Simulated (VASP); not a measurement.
Calculation: PBEsol GGA, VASP's PBE PAW potentials (set 64) (plane waves; VASP 6.6.1).

A VASP calculation is set up with these files.

**KPOINTS**
```
Automatic mesh
0
Gamma
9 9 1
0 0 0
```

INCAR:
```
! general
SYSTEM  = V(100) slab
PREC    = Normal
ENCUT   = 400
LREAL   = F
LASPH   = T

! electronic loop
EDIFF   = 1E-6
NELM    = 100
NELMIN  = 4
ALGO    = Normal
LMAXMIX = 4

! smearing
ISMEAR  = 1
SIGMA   = 0.1

! functional
GGA     = PS

! output
LWAVE   = F
LCHARG  = F
LORBIT  = 11
LVHAR   = T

! other
LDIPOL  = T
IDIPOL  = 3
DIPOL   = 0.5 0.5 0.5
```

POSCAR:
```
V(100) slab
1
    2.9581966804     0.0000000000     0.0000000000
    0.0000000000     2.9581966804     0.0000000000
    0.0000000000     0.0000000000    23.5191280630
V
6
Direct
  0.5000000000   0.0000000000   0.3495700636
  0.0000000000   0.5000000000   0.4048478157
  0.5000000000   0.0000000000   0.4673327997
  0.0000000000   0.5000000000   0.5326672003
  0.5000000000   0.0000000000   0.5951521843
  0.0000000000   0.5000000000   0.6504299364
```

POTCAR, in this order: V_sv (PBE.64 set). Program: vasp_std. Read from the step before: WAVECAR.

Question: What does the run give for the energy per atom (σ→0), band gap (on the k-mesh)?

Answer: 
The energy per atom (σ→0) is -9.150 eV/atom and the band gap (on the k-mesh) comes out as none (metal, semimetal or under 0.01 eV).

File OSZICAR:
```
       N       E                     dE             d eps       ncg     rms          rms(c)
DAV:   1    -0.549019787192E+02   -0.54902E+02   -0.17169E-04  1710   0.899E-02    0.664E-02
DAV:   2    -0.549046255423E+02   -0.26468E-02   -0.12364E-02  1782   0.761E-01    0.529E-01
DAV:   3    -0.549018989897E+02    0.27266E-02   -0.93766E-03  1794   0.685E-01    0.366E-02
DAV:   4    -0.549019255949E+02   -0.26605E-04   -0.19580E-04  1782   0.824E-02    0.107E-02
DAV:   5    -0.549019265190E+02   -0.92407E-06   -0.96357E-06  1448   0.201E-02
   1 F= -.54901927E+02 E0= -.54899747E+02  d E =-.653985E-02
```

The cell is a thin slab with vacuum, built from V (bcc): (100) face. The run is not spin-polarised, so no magnetic state was tried.
